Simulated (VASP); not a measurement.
Input:

```yaml
crystal:
  lattice:
    - [-3.02371, 3.02371, 1.64653]
    - [3.02371, -3.02371, 1.64653]
    - [3.02371, 3.02371, -1.64653]
  atoms:
    - { symbol: Sn, position: [0.25000, 0.75000, 0.50000] }
    - { symbol: Sn, position: [0.00000, 0.00000, 0.00000] }
```

All values below come from PW91 GGA, VASP's PBE PAW potentials (set 64) (plane waves; VASP). Settings: 520 eV cut-off, 13×13×13 Γ-centred mesh, first-order Methfessel-Paxton smearing of 0.10 eV, potentials Sn_d.

**Question.** Give the stress tensor in GPa (positive for a compressed cell).

**Answer.** 
```
-2.47   0.00   0.00
 0.00  -2.47   0.00
 0.00   0.00  -2.50
```
The pressure is its mean diagonal, -2.48 GPa.

The compound is Sn in the beta structure. This cell is one point of a volume scan, at 1.06 of the reference volume.
